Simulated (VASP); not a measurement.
Here is the system:

```xyz
2
Lattice="0.0000 2.2197 2.2197 2.2197 0.0000 2.2197 2.2197 2.2197 0.0000" Properties=species:S:1:pos:R:3 pbc="T T T"
B      0.0000     0.0000     0.0000
P      1.1099     1.1099     1.1099
```

The numbers are results of r2SCAN meta-GGA, VASP's PBE PAW potentials (set 64) (plane waves; VASP), not measurements. Numerical set-up: 520 eV cut-off, 10×10×10 Γ-centred mesh, Gaussian smearing of 0.050 eV, potentials B P.

Q: Estimate the energy per atom (σ→0), pressure.

A: 
```yaml
energy per atom (σ→0): -8631 meV/atom
pressure: 11.83 GPa
```

The absolute energy has meaning only against runs of the same code, potentials and settings.

The compound is BP in the zinc blende structure. This cell is one point of a volume scan, at 0.94 of the reference volume.
